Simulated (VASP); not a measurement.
An input for Quantum ESPRESSO's pw.x (written as the equivalent of a VASP run, and not itself run):

```
&CONTROL
  calculation = 'vc-relax'
  pseudo_dir = './pseudo'
  outdir = './out'
  tprnfor = .true.
  tstress = .true.
  nstep = 60
  forc_conv_thr = 0.00039
/
&SYSTEM
  ibrav = 0
  nat = 2
  ntyp = 2
  ecutwfc = 88
  occupations = 'smearing'
  smearing = 'gaussian'
  degauss = 0.003675
  input_dft = 'pw91'
/
&ELECTRONS
  conv_thr = 7.3e-08
  electron_maxstep = 100
/
&IONS
/
&CELL
/
ATOMIC_SPECIES
  Be 9.012 Be.upf
  Te 127.600 Te.upf
CELL_PARAMETERS angstrom
     0.0000000    2.8355460    2.8355460
     2.8355460   -0.0000000    2.8355460
     2.8355460    2.8355460   -0.0000000
ATOMIC_POSITIONS crystal
  Be   0.0000000  0.0000000  0.0000000
  Te   0.2500000  0.2500000  0.2500000
K_POINTS automatic
  7 7 7 0 0 0
```

Translate this input to VASP (INCAR, KPOINTS, POSCAR, choice of POTCAR).

Several could match; the one computed here: 
### KPOINTS
```
Automatic
0
Gamma
 7 7 7
0 0 0
```

### INCAR
```
ALGO = Normal
EDIFF = 1E-6
EDIFFG = -0.01
ENCUT = 520
GGA = 91
IBRION = 2
ISIF = 3
ISMEAR = 0
LASPH = .True.
LCHARG = .False.
LMAXMIX = 4
LREAL = .False.
LWAVE = .False.
NELM = 100
NSW = 60
PREC = Accurate
SIGMA = 0.05
SYSTEM = BeTe
```

File POSCAR:
```
BeTe
1
    0.0000000000     2.8355460294     2.8355460294
    2.8355460294    -0.0000000000     2.8355460294
    2.8355460294     2.8355460294    -0.0000000000
Be Te
1 1
Direct
  0.0000000000   0.0000000000   0.0000000000
  0.2500000000   0.2500000000   0.2500000000
```

POTCAR, in this order: Be Te (PBE.64 set). Program: vasp_std.

What does not carry over: the potentials are each code's own (VASP's PAW set, PseudoDojo norm-conserving files in pw.x), so ENCUT and ecutwfc are chosen apart and not converted; conv_thr bounds pw.x's estimated SCF error, while EDIFF bounds the energy change between steps; forc_conv_thr acts on force components and is met together with etot_conv_thr.

The compound is BeTe in the zinc blende structure. It was relaxed first. The start is the result of an earlier pass.
